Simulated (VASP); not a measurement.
Consider the following.

```
MnO2
1.0
    4.42785     0.00000     0.00000
    0.00000     4.42785     0.00000
    0.00000     0.00000     2.87307
Mn O
2 4
Cartesian
  0.00000   0.00000   0.00000
  2.21392   2.21392   1.43654
  1.34733   1.34733   0.00000
  3.56126   0.86659   1.43654
  0.86659   3.56126   1.43654
  3.08052   3.08052   0.00000
```
Starting moments (μB, in the order of the record's atoms Mn Mn O O O O): 2.5 -2.5 0.0 0.0 0.0 0.0.

The numbers are results of PBE GGA, VASP's PBE PAW potentials (set 64) (plane waves; VASP 6.6.1), not measurements. Run with 620 eV cut-off, 7×7×11 Γ-centred mesh, first-order Methfessel-Paxton smearing of 0.10 eV, potentials Mn_pv O.

Problem. What does the run give for the cell moment, energy per atom (σ→0), band gap (on the k-mesh) with the smallest direct gap where there is one?

Solution. 
* **band gap (on the k-mesh)**: none (metal, semimetal or under 0.01 eV)
* **cell moment**: 0.00 μB
* **energy per atom (σ→0)**: -7989 meV/atom

Problem. Give the moment on each site (PAW-sphere projection).

Solution. 
```csv
site,moment (μB)
Mn1,2.52
Mn2,-2.52
O3,-0.05
O4,0.05
O5,0.05
O6,-0.05
```

The compound is MnO2 in the rutile structure. It was relaxed first.
